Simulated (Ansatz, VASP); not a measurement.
# Cross-check of C (Graphite) between VASP and Ansatz, part 2 of 2

One calculation is typed for both programs; each brings its own data sets. How far apart do they land? The structure shown comes from an earlier Ansatz run, which isn't shown and may have moved the atoms alone.

VASP 6.6.1 and Ansatz 0.2.0.

So far: The starting structure; Ansatz: elastic constants, LDA.

### 3. VASP: elastic constants, LDA

Level of this step: LDA; plane waves and PAW (C) (VASP).

The same cell, functional (in two slightly different forms), mesh and smearing now go to VASP, with its own data sets.

Lines of VASP's logs that name or quote its potential files are left out, and so is its time.

File INCAR:

```
SYSTEM = C
PREC = Accurate
ENCUT = 600
EDIFF = 1E-08
NELM = 120
ISMEAR = 0
SIGMA = 0.1
LREAL = .FALSE.
ALGO = Normal
GGA = CA
NBANDS = 14
LORBIT = 11
LWAVE = .FALSE.
LCHARG = .FALSE.
ISIF = 3
IBRION = 6
NFREE = 2
POTIM = 0.015
NSW = 1
LASPH = .TRUE.
GGA_COMPAT = .FALSE.
KPAR = 2
```

File POSCAR:

```
C
1.0
    2.4672161675      0.0000000000      0.0000000000
   -1.2336080838      2.1366718777      0.0000000000
    0.0000000000      0.0000000000      6.5835380364
C
4
Direct
    0.0000000000      0.0000000000      0.7500000000
    0.0000000000      0.0000000000      0.2500000000
    0.3333333333      0.6666666667      0.7500000000
    0.6666666667      0.3333333333      0.2500000000
```

File KPOINTS:

```
Automatic mesh
0
Gamma
12 12 4
0 0 0
```

The projector-augmented-wave data sets are C (LDA family, release 64).

The run is started by

```sh
mpirun -np 2 vasp_std
```

Numbers of over 12 decimals in the logs are rounded to 6 here.

Log:

```text
[banner, memory and clock lines left out]
running    2 mpi-ranks, on    1 nodes
 distrk:  each k-point on    1 cores,    2 groups
 distr:  one band on    1 cores,    1 groups

 POSCAR found type information on POSCAR C
 POSCAR found :  1 types and       4 ions
 LDA part: xc-table for (Slater(with rela. corr.)+CA(PZ))
 , standard interpolation
 POSCAR, INCAR and KPOINTS ok, starting setup
 FFT: planning ... GRIDC
 FFT: planning ... GRID_SOFT
 FFT: planning ... GRID
 WAVECAR not read
 entering main loop
       N       E                     dE             d eps       ncg     rms          rms(c)
DAV:   1     0.397249958670E+02    0.39725E+02   -0.88167E+03  1596   0.118E+03
DAV:   2    -0.398006121035E+02   -0.79526E+02   -0.72742E+02  2244   0.216E+02
DAV:   3    -0.430550512696E+02   -0.32544E+01   -0.32372E+01  2094   0.421E+01
DAV:   4    -0.430902247135E+02   -0.35173E-01   -0.35157E-01  1962   0.521E+00
DAV:   5    -0.430909645662E+02   -0.73985E-03   -0.73957E-03  2112   0.704E-01    0.908E+00
DAV:   6    -0.410603285850E+02    0.20306E+01   -0.17138E+00  1914   0.854E+00    0.515E+00
DAV:   7    -0.404365708828E+02    0.62376E+00   -0.18405E+00  1812   0.905E+00    0.138E+00
DAV:   8    -0.404385611241E+02   -0.19902E-02   -0.85116E-02  1974   0.190E+00    0.300E-01
DAV:   9    -0.404370402546E+02    0.15209E-02   -0.31203E-03  2004   0.406E-01    0.934E-02
DAV:  10    -0.404370172630E+02    0.22992E-04   -0.30379E-04  2010   0.126E-01    0.288E-02
DAV:  11    -0.404370180709E+02   -0.80791E-06   -0.10010E-05  1986   0.255E-02    0.274E-03
DAV:  12    -0.404370179310E+02    0.13988E-06   -0.31861E-07  2118   0.434E-03    0.164E-03
DAV:  13    -0.404370179402E+02   -0.91143E-08   -0.38965E-08  1986   0.153E-03
   1 F= -.40437018E+02 E0= -.40436059E+02  d E =-.191712E-02
[... from here on, the cycles between the ionic steps are left out ...]
   2 F= -.40377335E+02 E0= -.40376598E+02  d E =-.147445E-02
   3 F= -.40446103E+02 E0= -.40445415E+02  d E =-.137561E-02
   4 F= -.40377394E+02 E0= -.40376688E+02  d E =-.141227E-02
  12 F= -.40437041E+02 E0= -.40436151E+02  d E =-.178015E-02
  13 F= -.40437041E+02 E0= -.40436151E+02  d E =-.178016E-02
  14 F= -.40431358E+02 E0= -.40430513E+02  d E =-.168876E-02
  15 F= -.40431358E+02 E0= -.40430513E+02  d E =-.168877E-02
  16 F= -.40435078E+02 E0= -.40434130E+02  d E =-.189642E-02
  17 F= -.40435078E+02 E0= -.40434130E+02  d E =-.189642E-02
  18 F= -.40431362E+02 E0= -.40430521E+02  d E =-.168137E-02
  19 F= -.40431362E+02 E0= -.40430521E+02  d E =-.168138E-02
  20 F= -.40435041E+02 E0= -.40434082E+02  d E =-.191665E-02
 Finite differences progress:
  Degree of freedom:  10/ 10
  Displacement:        1/  2
  Total:              19/ 20
 bond charge predicted
       N       E                     dE             d eps       ncg     rms          rms(c)
DAV:   1    -0.404357264198E+02   -0.68562E-03   -0.17289E+00  1944   0.101E+01    0.273E-01
DAV:   2    -0.404353342793E+02    0.39214E-03   -0.10377E-02  2280   0.891E-01    0.159E-01
DAV:   3    -0.404350362643E+02    0.29802E-03   -0.83210E-04  2424   0.275E-01    0.350E-02
DAV:   4    -0.404350409064E+02   -0.46421E-05   -0.15751E-04  2262   0.939E-02    0.129E-02
DAV:   5    -0.404350408033E+02    0.10309E-06   -0.24505E-06  2602   0.131E-02    0.274E-03
DAV:   6    -0.404350407973E+02    0.60405E-08   -0.20639E-07  2340   0.390E-03    0.842E-04
DAV:   7    -0.404350407978E+02   -0.48442E-09   -0.22799E-08  2306   0.122E-03
  21 F= -.40435041E+02 E0= -.40434082E+02  d E =-.191665E-02
 Finite differences progress:
  Degree of freedom:  10/ 10
  Displacement:        2/  2
  Total:              20/ 20
```

From OUTCAR (step 3):

```text
ion  position               nearest neighbor table
   1  0.000  0.000  0.750-   3 1.42   3 1.42   3 1.42
   2  0.000  0.000  0.250-   4 1.42   4 1.42   4 1.42
   3  0.333  0.667  0.750-   1 1.42   1 1.42   1 1.42
   4  0.667  0.333  0.250-   2 1.42   2 1.42   2 1.42

  LATTYP: Found a hexagonal cell.
 ALAT       =     2.4672161675
 C/A-ratio  =     2.6684074639

 Subroutine GETGRP returns: Found 24 space group operations
 (whereof 12 operations were pure point group operations)

The static configuration has the point symmetry D_3d.
 The point group associated with its full space group is D_6h.

 Found     57 irreducible k-points:

   k-points           NKPTS =     57   k-points in BZ     NKDIM =     57   number of bands    NBANDS=     14

   dimension x,y,z NGX =    20 NGY =   20 NGZ =   54
   dimension x,y,z NGXF=    40 NGYF=   40 NGZF=  108

   ENCUT  =  600.0 eV  44.10 Ry    6.64 a.u.   4.93  4.93 13.15*2*pi/ulx,y,z

   NELECT =      16.0000    total number of electrons

 k-points in reciprocal lattice and weights: Automatic mesh
   0.00000000  0.00000000  0.00000000       0.002
   0.08333333  0.00000000  0.00000000       0.010
   0.16666667  0.00000000  0.00000000       0.010
   0.25000000  0.00000000  0.00000000       0.010
   0.33333333  0.00000000  0.00000000       0.010
   0.41666667  0.00000000  0.00000000       0.010
   0.50000000  0.00000000  0.00000000       0.005
   0.08333333  0.08333333  0.00000000       0.010
   0.16666667  0.08333333  0.00000000       0.021
[...]
0.33333333  0.25000000  0.50000000       0.021
   0.33333333  0.33333333  0.50000000       0.003

 average (electrostatic) potential at core
       1 -54.8546       2 -54.8550       3 -54.8168       4 -54.8173

 E-fermi :   4.6886

 k-point     1 :       0.0000    0.0000    0.0000
  band No.  band energies     occupation
    ...
      4      -1.6869      2.00000
      5       1.7009      2.00000
      6       1.7009      2.00000
      7       1.7238      2.00000
      8       1.7238      2.00000
      9       8.7814      0.00000
     10      12.9629      0.00000
     11      12.9629      0.00000
     12      13.0263      0.00000
     13      13.0263      0.00000
    ...

 k-point     2 :       0.0833    0.0000    0.0000
  band No.  band energies     occupation
    ...
      4      -1.4996      2.00000
      5       1.0574      2.00000
      6       1.0991      2.00000
      7       1.3577      2.00000
      8       1.3929      2.00000
      9       8.9786      0.00000
     10      13.0134      0.00000
     11      13.1126      0.00000
     12      13.6529      0.00000
     13      13.7159      0.00000
    ...

 k-point     3 :       0.1667    0.0000    0.0000
[...]
...
      4      -6.7497      2.00000
      5      -1.5247      2.00000
      6      -1.4571      2.00000
      7       0.7402      2.00000
      8       2.3072      2.00000
      9       6.9580      0.00000
     10       8.1016      0.00000
     11      12.0163      0.00000
     12      12.4693      0.00000
     13      13.7382      0.00000
    ...

  Total       -2.3444961     -2.3444961     -0.0227952      0.0000000      0.0000000     -0.0000000
  in kB     -108.2320073   -108.2320073     -1.0523221      0.0000000      0.0000000     -0.0000000
  external PRESSURE =     -72.5054456 kB  Pullay stress =       0.0000000 kB

  energy-cutoff  :      600.00
  volume of cell :       34.71
      direct lattice vectors                 reciprocal lattice vectors
     2.467216168  0.000000000  0.000000000     0.405315113  0.234008790  0.000000000
    -1.233608084  2.136671878  0.000000000     0.000000000  0.468017579  0.000000000
     0.000000000  0.000000000  6.583538036     0.000000000  0.000000000  0.151894011

 POSITION                                       TOTAL-FORCE (eV/Angst)
 -----------------------------------------------------------------------------------
      0.00000      0.00000      4.93765         0.000000     -0.000000     -0.257053
      0.00000      0.00000      1.64588        -0.000000      0.000000     -0.004673
     -0.00000      1.42445      4.92265         0.000000     -0.000000      0.263629
      1.23361      0.71222      1.64588        -0.000000      0.000000     -0.001903
 -----------------------------------------------------------------------------------
    total drift:                               -0.000000     -0.000000     -0.000145

  FREE ENERGIE OF THE ION-ELECTRON SYSTEM (eV)
  ---------------------------------------------------
  free  energy   TOTEN  =       -40.4350407978 eV

  energy  without entropy=      -40.4331241513  energy(sigma->0) =      -40.43408247

  SYMMETRIZED ELASTIC MODULI (kBar)
 Direction    XX          YY          ZZ          XY          YZ          ZX
 --------------------------------------------------------------------------------
 XX       10513.7797   1882.7425    -43.8806     -0.0000     -0.0000      0.0000
 YY        1882.7425  10513.7797    -43.8806     -0.0000      0.0000     -0.0000
 ZZ         -43.8806    -43.8806    329.1509      0.0000      0.0000      0.0000
 XY          -0.0000     -0.0000      0.0000   4315.5186      0.0000     -0.0000
 YZ           0.0000      0.0000      0.0000     -0.0000     46.6728     -0.0000
 ZX           0.0000      0.0000      0.0000      0.0000     -0.0000     46.6733
 --------------------------------------------------------------------------------

 Eigenvectors and eigenvalues of the dynamical matrix
 ----------------------------------------------------

   1 f  =   45.448238 THz   285.559703 2PiTHz 1515.990046 cm-1   187.958726 meV
             X         Y         Z           dx          dy          dz
      0.000000  0.000000  4.937654    -0.289994    0.407333   -0.000000
      0.000000  0.000000  1.645885    -0.289994    0.407333    0.000000
     -0.000000  1.424448  4.937654     0.289975   -0.407306   -0.000000
      1.233608  0.712224  1.645885     0.289975   -0.407306    0.000000

   2 f  =   45.448238 THz   285.559703 2PiTHz 1515.990046 cm-1   187.958726 meV
             X         Y         Z           dx          dy          dz
      0.000000  0.000000  4.937654    -0.407333   -0.289994    0.000000
      0.000000  0.000000  1.645885    -0.407333   -0.289994   -0.000000
     -0.000000  1.424448  4.937654     0.407306    0.289975    0.000000
      1.233608  0.712224  1.645885     0.407306    0.289975   -0.000000

   3 f  =   45.357743 THz   284.991103 2PiTHz 1512.971442 cm-1   187.584467 meV
             X         Y         Z           dx          dy          dz
      0.000000  0.000000  4.937654     0.290079   -0.407447   -0.000000
      0.000000  0.000000  1.645885    -0.290079    0.407447    0.000000
     -0.000000  1.424448  4.937654    -0.289895    0.407188   -0.000000
      1.233608  0.712224  1.645885     0.289895   -0.407188    0.000000

   4 f  =   45.357743 THz   284.991103 2PiTHz 1512.971442 cm-1   187.584467 meV
             X         Y         Z           dx          dy          dz
      0.000000  0.000000  4.937654    -0.407447   -0.290079   -0.000000
      0.000000  0.000000  1.645885     0.407447    0.290079    0.000000
     -0.000000  1.424448  4.937654     0.407188    0.289895   -0.000000
      1.233608  0.712224  1.645885    -0.407188   -0.289895    0.000000

   5 f  =   26.648090 THz   167.434889 2PiTHz  888.884609 cm-1   110.207596 meV
             X         Y         Z           dx          dy          dz
      0.000000  0.000000  4.937654    -0.000000   -0.000000   -0.500013
      0.000000  0.000000  1.645885     0.000000    0.000000   -0.500013
     -0.000000  1.424448  4.937654     0.000000    0.000000    0.499987
      1.233608  0.712224  1.645885     0.000000    0.000000    0.499987

   6 f  =   26.379096 THz   165.744746 2PiTHz  879.911916 cm-1   109.095124 meV
             X         Y         Z           dx          dy          dz
      0.000000  0.000000  4.937654    -0.000000    0.000000   -0.495019
      0.000000  0.000000  1.645885     0.000000   -0.000000    0.495019
     -0.000000  1.424448  4.937654     0.000000   -0.000000    0.504932
      1.233608  0.712224  1.645885     0.000000   -0.000000   -0.504932

   7 f  =    3.306347 THz    20.774391 2PiTHz  110.287865 cm-1    13.673946 meV
             X         Y         Z           dx          dy          dz
      0.000000  0.000000  4.937654    -0.000000    0.000000   -0.504932
      0.000000  0.000000  1.645885     0.000000   -0.000000    0.504932
     -0.000000  1.424448  4.937654    -0.000000    0.000000   -0.495019
      1.233608  0.712224  1.645885     0.000000   -0.000000    0.495019

   8 f  =    0.904056 THz     5.680354 2PiTHz   30.156078 cm-1     3.738875 meV
             X         Y         Z           dx          dy          dz
      0.000000  0.000000  4.937654    -0.288377    0.408264   -0.000000
      0.000000  0.000000  1.645885     0.288377   -0.408264   -0.000000
     -0.000000  1.424448  4.937654    -0.288561    0.408524   -0.000000
      1.233608  0.712224  1.645885     0.288561   -0.408524   -0.000000

   9 f  =    0.904056 THz     5.680354 2PiTHz   30.156078 cm-1     3.738875 meV
             X         Y         Z           dx          dy          dz
      0.000000  0.000000  4.937654    -0.408264   -0.288377   -0.000000
      0.000000  0.000000  1.645885     0.408264    0.288377   -0.000000
     -0.000000  1.424448  4.937654    -0.408524   -0.288561   -0.000000
      1.233608  0.712224  1.645885     0.408524    0.288561   -0.000000

  10 f/i=    0.000707 THz     0.004440 2PiTHz    0.023573 cm-1     0.002923 meV
             X         Y         Z           dx          dy          dz
      0.000000  0.000000  4.937654     0.000000    0.000000   -0.499987
      0.000000  0.000000  1.645885     0.000000    0.000000   -0.499987
     -0.000000  1.424448  4.937654     0.000000    0.000000   -0.500013
      1.233608  0.712224  1.645885     0.000000    0.000000   -0.500013

  11 f/i=    0.001509 THz     0.009484 2PiTHz    0.050349 cm-1     0.006242 meV
             X         Y         Z           dx          dy          dz
      0.000000  0.000000  4.937654     0.279240   -0.414739    0.000000
      0.000000  0.000000  1.645885     0.279240   -0.414739    0.000000
     -0.000000  1.424448  4.937654     0.279259   -0.414766    0.000000
      1.233608  0.712224  1.645885     0.279259   -0.414766    0.000000

  12 f/i=    0.001509 THz     0.009484 2PiTHz    0.050349 cm-1     0.006242 meV
             X         Y         Z           dx          dy          dz
      0.000000  0.000000  4.937654    -0.414739   -0.279240   -0.000000
      0.000000  0.000000  1.645885    -0.414739   -0.279240   -0.000000
     -0.000000  1.424448  4.937654    -0.414766   -0.279259   -0.000000
      1.233608  0.712224  1.645885    -0.414766   -0.279259   -0.000000

 ELASTIC MODULI CONTR FROM IONIC RELAXATION (kBar)
 Direction    XX          YY          ZZ          XY          YZ          ZX
 --------------------------------------------------------------------------------
 XX        -198.0946    198.0946     -0.0000      0.0000     -0.0000     -0.0000
 YY         198.0946   -198.0946      0.0000      0.0000      0.0000      0.0000
 ZZ          -0.0000      0.0000     -0.0000      0.0000      0.0000      0.0000
 XY           0.0000      0.0000      0.0000   -198.0946      0.0000      0.0000
 YZ          -0.0000      0.0000      0.0000      0.0000     -0.0000     -0.0000
 ZX          -0.0000      0.0000      0.0000      0.0000     -0.0000     -0.0000
 --------------------------------------------------------------------------------

 TOTAL ELASTIC MODULI (kBar)
 Direction    XX          YY          ZZ          XY          YZ          ZX
 --------------------------------------------------------------------------------
 XX       10315.6851   2080.8371    -43.8806     -0.0000     -0.0000      0.0000
 YY        2080.8371  10315.6851    -43.8806     -0.0000      0.0000     -0.0000
 ZZ         -43.8806    -43.8806    329.1509      0.0000      0.0000      0.0000
 XY          -0.0000     -0.0000      0.0000   4117.4240      0.0000     -0.0000
 YZ           0.0000      0.0000      0.0000     -0.0000     46.6728     -0.0000
 ZX           0.0000      0.0000      0.0000      0.0000     -0.0000     46.6733
 --------------------------------------------------------------------------------

 total charge
# of ion       s       p       d       tot
------------------------------------------
    1        0.852   1.787   0.000   2.639
    2        0.852   1.787   0.000   2.639
    3        0.851   1.791   0.000   2.642
    4        0.851   1.791   0.000   2.642
--------------------------------------------------
tot          3.405   7.156   0.000  10.561
```

The last energy, forces, stress and levels in OUTCAR belong to the last displaced cell, not to the cell of POSCAR.

Levels, forces or a CONTCAR printed for this step are those of its last displaced cell, not of the structure at rest.

### 4. Side by side

Known differences besides the potentials themselves: the two LDA forms differ slightly; the cutoff is 260 eV in Ansatz and 600 eV in VASP; VASP's log shows a relativistic correction to its local exchange, Ansatz's none; VASP takes each elastic constant from one size of strain, Ansatz from those that its log lists; Ansatz's log warns that its cutoff lies below the recommended one. Total energies have different zeros and are not compared.

Compared:

| quantity | Ansatz | VASP | difference |
| --- | --- | --- | --- |
| C11 (GPa) | 1073.2 | 1031.6 | +4.03 % |
| C22 (GPa) | 1073.2 | 1031.6 | +4.03 % |
| C33 (GPa) | 98.0 | 32.9 | +197.55 % |
| C12 (GPa) | 223.2 | 208.1 | +7.27 % |
| C13 (GPa) | 2.1 | -4.4 | -147.33 % |
| C23 (GPa) | 2.1 | -4.4 | -147.33 % |
| C44 (GPa) | 3.4 | 4.7 | -27.70 % |
| C55 (GPa) | 3.4 | 4.7 | -27.70 % |
| C66 (GPa) | 425.0 | 411.7 | +3.21 % |

### 5. Outcome

- difference in C33 (elastic constants, LDA): 198 %

The difference in C33 is 198 % (elastic constants, LDA), beyond the 5 % picked in this series as the mark of a large difference. Ansatz's own log doubts the convergence of its elastic constants, LDA run, which may account for the difference. How closely two codes agree says nothing of how well the functional describes the real material.

[Lines on the potential files, build, host, timing and source positions are cut from VASP's logs without a mark.]

[Logs are printed without paths, hosts, clocks, repeated set-up lines and the standing remarks that a program may print on its own settings, such as how far it seeks lower states.]

[Hosts, paths, dates, database ids (printed as entryN), source tags and the programs' standing remarks are cut or masked in the printed files.]
